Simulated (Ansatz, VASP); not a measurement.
## BeTe2Pb (CuAu-ordered zincblende type (invented)) in two plane-wave programs

Wanted: the spread between two codes on one cell, functional and k mesh. The cell is generated by rule, not measured, and may not be a known phase. The cell is taken from a series of runs on this material, whose earlier steps may have relaxed, scaled, displaced or heated it; both programs get it as it stands.

Method: plane waves, with VASP 6.6.1 beside it; relaxation of cell and atoms at PBEsol, in Ansatz 0.2.0.

### Step 1. Set-up

The structure is tetragonal, space group P-4m2 (No. 115). The conventional cell has a = 4.236 Å, b = 4.236 Å, c = 7.067 Å, α = 90.00°, β = 90.00°, γ = 90.00°. Nearest to Be lie 4 Te at 2.47 Å. Pb has 4 Te at 3.10 Å nearest. Nearest to Te lie 2 Be at 2.47 Å and 2 Pb at 3.10 Å. Farther neighbours and most contacts between anions are not listed.

### Step 2. VASP: relaxation of cell and atoms, PBEsol, pair 1

The relaxed volume is the usual yardstick between codes: in a stiff, nearly cubic crystal its relative difference is about their pressure difference at one cell divided by the bulk modulus.

Lines of VASP's logs that name or quote its potential files are left out, and so is its time.

INCAR

```
SYSTEM = BeTe2Pb
PREC = Accurate
ENCUT = 600
EDIFF = 1E-07
NELM = 120
ISMEAR = 0
SIGMA = 0.01
LREAL = .FALSE.
ALGO = Normal
GGA = PS
NBANDS = 20
LORBIT = 11
LWAVE = .FALSE.
LCHARG = .FALSE.
ISIF = 3
IBRION = 2
NSW = 80
EDIFFG = -0.005
LASPH = .TRUE.
GGA_COMPAT = .FALSE.
NELMIN = 4
KPAR = 2
```

POSCAR

```
BeTe2Pb
1.0
    4.2364520000      0.0000000000      0.0000000000
    0.0000000000      4.2364520000      0.0000000000
    0.0000000000      0.0000000000      7.0670160000
Be Pb Te
1 1 2
Direct
    0.0000000000      0.0000000000      0.0000000000
    0.5000000000      0.5000000000      0.5000000000
    0.0000000000      0.5000000000      0.1804930115
    0.5000000000      0.0000000000      0.8195069885
```

KPOINTS

```
Automatic mesh
0
Gamma
8 8 6
0 0 0
```

Potentials, in the order of the species: Be, Pb_d and Te (PBE family, release 64).

Run with:

```
mpirun -np 2 vasp_std
```

Numbers of over 12 decimals in the logs are rounded to 6 here.

The log of the run:

```text
[banner, memory and clock lines left out]
running    2 mpi-ranks, on    1 nodes
 distrk:  each k-point on    1 cores,    2 groups
 distr:  one band on    1 cores,    1 groups

 POSCAR found type information on POSCAR BePbTe
 POSCAR found :  3 types and       4 ions
|                                                                             |
|               ----> ADVICE to this user running VASP <----                  |
|                                                                             |
|     You enforced a specific xc type in the INCAR file but a different       |
|     [... a line on the potential file left out ...]
|     I HOPE YOU KNOW WHAT YOU ARE DOING!                                     |
|                                                                             |

 LDA part: xc-table for (Slater+PW92), standard interpolation
 POSCAR, INCAR and KPOINTS ok, starting setup
 FFT: planning ... GRIDC
 FFT: planning ... GRID_SOFT
 FFT: planning ... GRID
 WAVECAR not read
 entering main loop
       N       E                     dE             d eps       ncg     rms          rms(c)
DAV:   1     0.222195922293E+03    0.22220E+03   -0.12911E+04  2400   0.140E+03
DAV:   2     0.708638180449E+01   -0.21511E+03   -0.20727E+03  2484   0.314E+02
DAV:   3    -0.150020461958E+02   -0.22088E+02   -0.21160E+02  3292   0.106E+02
DAV:   4    -0.158045934729E+02   -0.80255E+00   -0.80035E+00  3072   0.211E+01
DAV:   5    -0.158297886791E+02   -0.25195E-01   -0.25188E-01  3504   0.390E+00    0.565E+00
DAV:   6    -0.154656687565E+02    0.36412E+00   -0.87214E-01  3388   0.505E+00    0.321E+00
DAV:   7    -0.154273464614E+02    0.38322E-01   -0.28214E-01  2932   0.213E+00    0.132E+00
DAV:   8    -0.154268642931E+02    0.48217E-03   -0.38829E-02  2748   0.145E+00    0.266E-01
DAV:   9    -0.154267540797E+02    0.11021E-03   -0.55218E-03  2900   0.496E-01    0.100E-01
DAV:  10    -0.154270196152E+02   -0.26554E-03   -0.84993E-04  2900   0.150E-01    0.432E-02
DAV:  11    -0.154271188608E+02   -0.99246E-04   -0.16159E-04  2900   0.795E-02    0.171E-02
DAV:  12    -0.154271220289E+02   -0.31680E-05   -0.37709E-05  2944   0.269E-02    0.808E-03
DAV:  13    -0.154271255283E+02   -0.34994E-05   -0.88966E-06  2748   0.146E-02    0.404E-03
DAV:  14    -0.154271256678E+02   -0.13954E-06   -0.36028E-07  3104   0.396E-03    0.950E-04
DAV:  15    -0.154271257753E+02   -0.10752E-06   -0.90981E-08  2248   0.173E-03    0.644E-04
DAV:  16    -0.154271257890E+02   -0.13651E-07   -0.68250E-09  1592   0.824E-04
   1 F= -.15427126E+02 E0= -.15427126E+02  d E =-.154271E+02
[...]
2 F= -.15428141E+02 E0= -.15428141E+02  d E =-.101531E-02
[...]
3 F= -.15428144E+02 E0= -.15428144E+02  d E =-.101780E-02
[...]
4 F= -.15428411E+02 E0= -.15428411E+02  d E =-.267168E-03
 trial-energy change:   -0.000267  1 .order   -0.000267   -0.000310   -0.000224
 step:   3.5620(harm=  3.5620)  dis= 0.00442  next Energy=   -15.428701 (dE=-0.558E-03)
 bond charge predicted
       N       E                     dE             d eps       ncg     rms          rms(c)
DAV:   1    -0.154320397877E+02   -0.36291E-02   -0.16750E-01  2604   0.341E+00    0.279E-01
DAV:   2    -0.154296454418E+02    0.23943E-02   -0.55701E-03  3128   0.751E-01    0.156E-01
DAV:   3    -0.154287097891E+02    0.93565E-03   -0.24179E-03  3624   0.521E-01    0.406E-02
DAV:   4    -0.154286886556E+02    0.21133E-04   -0.10080E-04  2764   0.934E-02    0.235E-02
DAV:   5    -0.154286829195E+02    0.57362E-05   -0.14045E-05  2868   0.351E-02    0.822E-03
DAV:   6    -0.154286832123E+02   -0.29283E-06   -0.22190E-06  3168   0.143E-02    0.238E-03
DAV:   7    -0.154286832367E+02   -0.24421E-07   -0.82319E-08  2060   0.223E-03
   5 F= -.15428683E+02 E0= -.15428683E+02  d E =-.539652E-03
 curvature:  -2.04 expect dE=-0.695E-06 dE for cont linesearch -0.382E-06
 trial: gam= 0.00000 g(F)=  0.823E-08 g(S)=  0.332E-06 ort =-0.820E-05 (trialstep = 0.150E+01)
 search vector abs. value=  0.340E-06
 reached required accuracy - stopping structural energy minimisation
```

From OUTCAR (step 2):

```text
ion  position               nearest neighbor table
   1  0.000  0.000  0.000-   3 2.47   4 2.47   3 2.47   4 2.47
   2  0.500  0.500  0.500-   3 3.10   4 3.10   4 3.10   3 3.10
   3  0.000  0.500  0.180-   1 2.47   1 2.47   2 3.10   2 3.10
   4  0.500  0.000  0.820-   1 2.47   1 2.47   2 3.10   2 3.10

  LATTYP: Found a simple tetragonal cell.
 ALAT       =     4.2364520000
 C/A-ratio  =     1.6681449477

 Subroutine GETGRP returns: Found  8 space group operations
 (whereof  8 operations were pure point group operations)

The static configuration has the point symmetry D_2d.

 Found     60 irreducible k-points:

   k-points           NKPTS =     60   k-points in BZ     NKDIM =     60   number of bands    NBANDS=     20

   dimension x,y,z NGX =    36 NGY =   36 NGZ =   56
   dimension x,y,z NGXF=    72 NGYF=   72 NGZF=  112

   ENCUT  =  600.0 eV  44.10 Ry    6.64 a.u.   8.46  8.46 14.11*2*pi/ulx,y,z

   NELECT =      28.0000    total number of electrons

 k-points in reciprocal lattice and weights: Automatic mesh
   0.00000000  0.00000000  0.00000000       0.003
   0.12500000  0.00000000  0.00000000       0.010
   0.25000000  0.00000000  0.00000000       0.010
   0.37500000  0.00000000  0.00000000       0.010
   0.50000000  0.00000000  0.00000000       0.005
   0.12500000  0.12500000  0.00000000       0.010
   0.25000000  0.12500000  0.00000000       0.021
   0.37500000  0.12500000  0.00000000       0.021
   0.50000000  0.12500000  0.00000000       0.010
[...]
0.50000000  0.37500000  0.50000000       0.010
   0.50000000  0.50000000  0.50000000       0.003

 average (electrostatic) potential at core
       1 -36.1058       2 -92.7355       3 -89.3726       4 -89.3726

 E-fermi :   4.7210

 k-point     1 :       0.0000    0.0000    0.0000
  band No.  band energies     occupation
    ...
     10       1.7780      2.00000
     11       2.4755      2.00000
     12       2.5225      2.00000
     13       3.9751      2.00000
     14       3.9751      2.00000
     15       6.3496      0.00000
     16       6.5889      0.00000
     17       6.5889      0.00000
     18       6.6557      0.00000
     19       7.3242      0.00000
    ...

 k-point     2 :       0.1250    0.0000    0.0000
  band No.  band energies     occupation
    ...
     10       1.8573      2.00000
     11       2.0407      2.00000
     12       2.5886      2.00000
     13       3.9490      2.00000
     14       4.0690      2.00000
     15       5.8863      0.00000
     16       6.5934      0.00000
     17       6.6902      0.00000
     18       7.3788      0.00000
     19       7.8230      0.00000
    ...

 k-point     3 :       0.2500    0.0000    0.0000
  band No.  band energies     occupation
    ...
     10       1.1184      2.00000
     11       2.0764      2.00000
     12       2.2261      2.00000
     13       3.8525      2.00000
     14       4.3069      2.00000
     15       5.6242      0.00000
     16       6.7745      0.00000
     17       6.9793      0.00000
     18       7.9907      0.00000
     19       8.9870      0.00000
    ...

  Total        0.0016414      0.0016414     -0.0047036      0.0000000      0.0000000      0.0000000
  in kB        0.0206655      0.0206655     -0.0592189      0.0000000      0.0000000      0.0000000
  external PRESSURE =      -0.0059627 kB  Pullay stress =       0.0000000 kB

  energy-cutoff  :      600.00
  volume of cell :      127.26
      direct lattice vectors                 reciprocal lattice vectors
     4.225049208  0.000000000  0.000000000     0.236683634  0.000000000  0.000000000
     0.000000000  4.225049208  0.000000000     0.000000000  0.236683634  0.000000000
    -0.000000000  0.000000000  7.128879772    -0.000000000  0.000000000  0.140274494

 POSITION                                       TOTAL-FORCE (eV/Angst)
 -----------------------------------------------------------------------------------
     -0.00000      0.00000      7.12888         0.000000     -0.000000      0.000000
      2.11252      2.11252      3.56444        -0.000000     -0.000000      0.000000
     -0.00000      2.11252      1.29192        -0.000000      0.000000      0.000292
      2.11252      0.00000      5.83696         0.000000     -0.000000     -0.000292
 -----------------------------------------------------------------------------------
    total drift:                                0.000000      0.000000      0.000000

  FREE ENERGIE OF THE ION-ELECTRON SYSTEM (eV)
  ---------------------------------------------------
  free  energy   TOTEN  =       -15.4286832367 eV

  energy  without entropy=      -15.4286832367  energy(sigma->0) =      -15.42868324

 reached required accuracy - stopping structural energy minimisation

 total charge
# of ion       s       p       d       tot
------------------------------------------
    1        0.360   0.507   0.000   0.868
    2        1.461   0.640   9.817  11.919
    3        1.359   2.046   0.023   3.428
    4        1.359   2.046   0.023   3.428
--------------------------------------------------
tot          4.539   5.239   9.864  19.643

[... 3 further parts left out ...]
```

The run keeps the 8 symmetry operations of its start, so it cannot find a distortion of lower symmetry.

### Step 3. Ansatz: relaxation of cell and atoms, PBEsol, pair 1

Ansatz runs on its default PAW (the set named soft_2) files.

The same cell, functional, mesh and smearing now go to Ansatz, which takes its cutoff from its data sets.

input.yaml

```yaml
crystal:
  lattice:
    - [4.2364521926, 0.0, 0.0]
    - [0.0, 4.2364521926, 0.0]
    - [0.0, 0.0, 7.0670155037]
  atoms:
    - { symbol: Be, position: [0.0, 0.0, 0.0] }
    - { symbol: Pb, position: [0.5, 0.5, 0.5] }
    - { symbol: Te, position: [0.0, 0.5, 0.1804929666] }
    - { symbol: Te, position: [0.5, 0.0, 0.8195070334] }
kpoints:
  mp_grid: { grid: [8, 8, 6] }
hamiltonian:
  xc: pbesol
scf:
  occupations: { method: gaussian, width: 0.01 }
output:
  forces: true
  stress: true
  eigenvalues: true
  write_density: true
  write_potential: true
  elf: true
  volumetric_format: npy
relax:
  adjacent_minimum: "off"
  f_tol: 0.005
  max_steps: 80
  cell: { stress_tol: 0.05 }
```

Run with:

```
ansatz run input.yaml --threads 2 --pin off --max-ram 5120MiB --backend cpu --events-out ev --progress --plain --runs-dir out
```

The log of the run:

```text
Engine: ansatz 0.2.0, x86_64-unknown-linux-gnu
Pseudopotentials: kind: paw
Pseudopotential: Be, paw, valence charge 2, recommended cutoff 420 eV (normal), Be.paw.azcp
Pseudopotential: Pb, paw, valence charge 14, recommended cutoff 420 eV (normal), Pb.paw.azcp
Pseudopotential: Te, paw, valence charge 16, recommended cutoff 420 eV (normal), Te.paw.azcp
Functional definition: PBEsol
  exchange = pbesol_x
  correlation = pbesol_c
Crystal: 4 atoms, lattice volume = 126.835 Å³
Basis set: ecut = 420 eV, 2479 PW (Γ), exchange–correlation on 60×60×96 points (8 copies of the dense FFT grid, shifted against one another)
Bands: 29, of which v1, the nominal top of the filled ones, is band 24 counted from 1 (23 counted from 0)
Symmetry: 8 space group operations
Space group: P-4m2 (ITA 115), of the structure as read, at distance tolerance 5.0e-5 Å
k-points: 60 of 384 (time reversal used)
Non-local potential: Be, projectors of the file, l = 0: 2, l = 1: 2, l = 2: 1
Non-local potential: Pb, projectors of the file, l = 0: 2, l = 1: 2, l = 2: 2, l = 3: 2
Non-local potential: Te, projectors of the file, l = 0: 2, l = 1: 2, l = 2: 2, l = 3: 2
PAW form: soft (Blöchl's): semilocal exchange-correlation on the pseudo side does not see the compensation charge
PAW frozen core: Be, regenerated for the run's functional, and the local potential with it (the file was generated under x = pbe(κ = 0.804, μ = 0.219515), c = pbe(β = 0.066725))
PAW frozen core: Pb, regenerated for the run's functional, and the local potential with it (the file was generated under x = pbe(κ = 0.804, μ = 0.219515), c = pbe(β = 0.066725))
PAW frozen core: Te, regenerated for the run's functional, and the local potential with it (the file was generated under x = pbe(κ = 0.804, μ = 0.219515), c = pbe(β = 0.066725))
PAW one-centre angular grid: Be, 110 points (default); XC on 64 Gauss nodes
PAW one-centre angular grid: Pb, 590 points (default); XC on 64 Gauss nodes
PAW one-centre angular grid: Te, 590 points (default); XC on 64 Gauss nodes
Initial density: superposition of atomic densities (neutral atoms: chi_scale 0, normalization atom), corrected by the library's trained network
Initial wavefunctions: pseudopotential atomic-orbital guess
Functional: x = pbesol(κ = 0.804, μ = 0.123457), c = pbesol(β = 0.046)
SCF iter   1: F=—  HF=-25648.706184 eV  |F-HF|=—  |Δ(HF+E_count)|=         —  Δρ=3.21e-3  dr2=1.87e-2  ethr=1.77e-3  ⟨swp⟩=9.0  Hψ=8701  notcnv=0
preconditioner: auto → Resta (q_TF=auto, 2.320 Å⁻¹)  ε∞=3.0  [insulator: Δε(μ)=0.072 eV  Ē_g=12.210 eV  σ=0.010 eV  W_gap=1.00  n_scr=36 (ndim 8)  ℏωp=17.4 eV  f_vac=0.069  D(μ)=0.00/eV (n_scr^D=0)  ε∞_Penn≈3.0]
SCF iter   2: F=—  HF=-25648.701652 eV  |F-HF|=—  |Δ(HF+E_count)|=   4.53e-3  Δρ=1.39e-3  dr2=2.89e-3  ethr=3.89e-5  ⟨swp⟩=2.3  Hψ=2882  notcnv=0  defer=59
SCF iter   3: F=—  HF=-25648.701531 eV  |F-HF|=—  |Δ(HF+E_count)|=   1.21e-4  Δρ=3.52e-4  dr2=2.55e-4  ethr=6.03e-6  ⟨swp⟩=3.0  Hψ=3172  notcnv=0  defer=59
SCF iter   4: F=—  HF=-25648.701622 eV  |F-HF|=—  |Δ(HF+E_count)|=   9.10e-5  Δρ=1.37e-4  dr2=4.53e-5  ethr=5.31e-7  ⟨swp⟩=2.0  Hψ=2158  notcnv=0  defer=59
SCF iter   5: F=—  HF=-25648.701649 eV  |F-HF|=—  |Δ(HF+E_count)|=   2.71e-5  Δρ=4.99e-5  dr2=5.39e-6  ethr=9.44e-8  ⟨swp⟩=2.0  Hψ=2266  notcnv=0  defer=59
SCF iter   6: F=—  HF=-25648.701650 eV  |F-HF|=—  |Δ(HF+E_count)|=   7.01e-7  Δρ=1.87e-5  dr2=1.38e-6  ethr=1.12e-8  ⟨swp⟩=2.1  Hψ=3117  notcnv=0  defer=59
SCF iter   7: F=-25648.701650 eV  HF=-25648.701650 eV  |F-HF|=3.17e-8  |Δ(HF+E_count)|=   2.69e-7  Δρ=4.33e-6  dr2=3.72e-8  ethr=2.08e-10  ⟨swp⟩=12.9  Hψ=13164  notcnv=0
SCF 1 converged in 7 iterations: F = -25648.701650 eV  dr2 = 3.72e-8
  greatest PAW one-centre occupation: 0.998 electrons in one spin orbital (limit 2), on the Te atom at site 2 (counted from 0), in its partial waves of l = 2
relax step   1: F+E_penalty+E_count = -25648.70165000 eV  Δ(F+E_penalty+E_count) = +0.000e0 eV  max|allowed force component| = 5.183e-4 eV/Å  Δτ_max = 0.0000 Å  P = +0.168 GPa  Ω = 126.835 Å³  (7 SCF iters, dr2 threshold 1.00e-7 eV, accepted)
[...]
relax step   2: F+E_penalty+E_count = -25648.70268343 eV  Δ(F+E_penalty+E_count) = -1.033e-3 eV  max|allowed force component| = 2.427e-2 eV/Å  Δτ_max = 0.0059 Å  P = -0.112 GPa  Ω = 127.439 Å³  energy of the carried Pulay correction = -7.553e-5 eV  (5 SCF iters, dr2 threshold 4.00e-7 eV, accepted)
[...]
relax step   3: F+E_penalty+E_count = -25648.70294289 eV  Δ(F+E_penalty+E_count) = -2.595e-4 eV  max|allowed force component| = 1.448e-3 eV/Å  Δτ_max = 0.0030 Å  P = -0.038 GPa  Ω = 127.153 Å³  energy of the carried Pulay correction = -3.985e-5 eV  (5 SCF iters, dr2 threshold 4.12e-8 eV, accepted)
[...]
relax step   4: F+E_penalty+E_count = -25648.70298695 eV  Δ(F+E_penalty+E_count) = -4.406e-5 eV  max|allowed force component| = 1.443e-3 eV/Å  Δτ_max = 0.0000 Å  P = -0.038 GPa  Ω = 127.153 Å³  stress off target by 4.61e-2 GPa  SCF on the basis re-selected at this cell (its energy is not comparable with the rows above)  (6 SCF iters)
basis re-selected at this cell: Δ(F+E_penalty+E_count) = -4.406e-5 eV, ΔP = -0.000 GPa vs the last step (what re-selecting the basis moved, of the pressure what is left beyond the Pulay correction that the steps carried, after the strain that the cell walked since its last selection, with what the two solves' SCF thresholds leave and, on support functions, any second-order correction that the steps lacked; it is no m [...]
SCF converged after 6 iterations
Free energy (F): -25648.702987 eV
Harris-Foulkes:  -25648.702987 eV  (|F-HF|=1.09e-11)
Internal energy: -25648.702987 eV  (E = F + TS)
E sigma→0 (E₀):  -25648.702987 eV
Fermi energy:    7.172430 eV
--- Per-component energies (eV) ---
  E_band       = -655.786603
  E_kinetic    = 668.423003
  E_local      = -4218.186180  (includes V_loc(G=0)·N_el)
  E_nonlocal   = -259.007402
  E_hartree    = 2304.603847
  E_xc         = -484.509176
  E_vxc        = -360.667362  (∫ρ·V_xc dr)
  E_paw        = -19481.202504  (= ΣΔE_a)
  E_vpaw       = -1095.556019  (= ΣTr[D̂ρ^β])
  E_aug_tail   = -0.000311  (compensation charges beyond the density's cutoff)
  E_ewald      = -4179.645544
  E_core_change = 0.821278  (= ΣΔE_core)
  E_smearing   = -0.000000  (= −TS)
  E_closure    = -0.000000  (closes the sum)
  Σ components = -25648.702987   (vs F -25648.702987, Δ=0.00e0)
--- Forces (eV/Å), atoms counted from 1 ---
  atom   1  Be     0.00000000    -0.00000000     0.00000000
  atom   2  Pb    -0.00000000    -0.00000000    -0.00000000
  atom   3  Te     0.00000000     0.00000000     0.00144331
  atom   4  Te     0.00000000     0.00000000    -0.00144331
  max |Σ_I F_I| component: 1.47e-16 eV/Å
--- Stress (GPa, compression-positive) ---
       -0.046115       0.000000       0.000000
        0.000000      -0.046115       0.000000
        0.000000       0.000000      -0.021499
  P = ⅓ Tr σ = -0.0379 GPa (-0.379 kbar)
--- Band table (eV; the first three rows and the last of 60) ---
  k-point 0: bands = [... 20 lower, 4.9234, 4.9730, 6.4230, 6.4230, 8.8048, 9.0452, 9.0452, 9.1072, ... 1 higher]
  k-point 1: bands = [... 20 lower, 4.2615, 5.8779, 6.2629, 6.2629, 8.8581, 9.1715, 9.3002, 9.3002, ... 1 higher]
  k-point 2: bands = [... 20 lower, 4.3599, 5.9707, 5.9707, 6.6673, 8.9393, 9.1327, 9.3744, 9.8387, ... 1 higher]
  k-point 59: bands = [... 20 lower, 3.5869, 3.5869, 3.7397, 6.8144, 8.3981, 8.3981, 9.4885, 10.6600, ... 1 higher]
--- Relaxed structure (3 steps of the walk, 3 accepted, 1 SCFs on fresh bases) ---
  F+E_penalty+E_count = -25648.70298695 eV   max|allowed force component| = 1.443e-3 eV/Å   (the final SCF, on the basis selected at the relaxed cell)
  cell:  # Å, volume = 127.1531 Å³
    - [4.225003, 0, -1.8875953559972032e-18]
    - [0, 4.225003, 0]
    - [-3.14878229213712e-18, 0, 7.123165]
  atoms:
    - { symbol: Be, position: [0, 0, 0] }
    - { symbol: Pb, position: [0.5, 0.5, 0.500000] }
    - { symbol: Te, position: [0, 0.5, 0.180899] }
    - { symbol: Te, position: [0.5, 0, 0.819101] }
```

### Step 4. Differences

Known differences besides the potentials themselves: the data sets hold 48 valence electrons in Ansatz (on its default PAW (the set named soft_2) files) and 28 in VASP; the cutoff is 420 eV in Ansatz and 600 eV in VASP; Ansatz makes its cores anew for this functional, VASP keeps those of its PBE data sets; Ansatz adds a Pulay correction to the stress that steers its cell, VASP none. Total energies have different zeros and are not compared.

Compared:

| quantity | Ansatz | VASP | difference |
| --- | --- | --- | --- |
| volume (Å³) | 127.15 | 127.26 | -0.08 % |
| edge a after relaxation, in the typed setting (Å) | 4.225 | 4.225 | +0.00 % |
| edge c after relaxation, in the typed setting (Å) | 7.123 | 7.129 | -0.08 % |

[end of part 1 of 2]

[Lines on the potential files, build, host, timing and source positions are cut from VASP's logs without a mark.]

[Logs are printed without paths, hosts, clocks, repeated set-up lines and the standing remarks that a program may print on its own settings, such as how far it seeks lower states.]

[Hosts, paths, dates, database ids (printed as entryN), source tags and the programs' standing remarks are cut or masked in the printed files.]
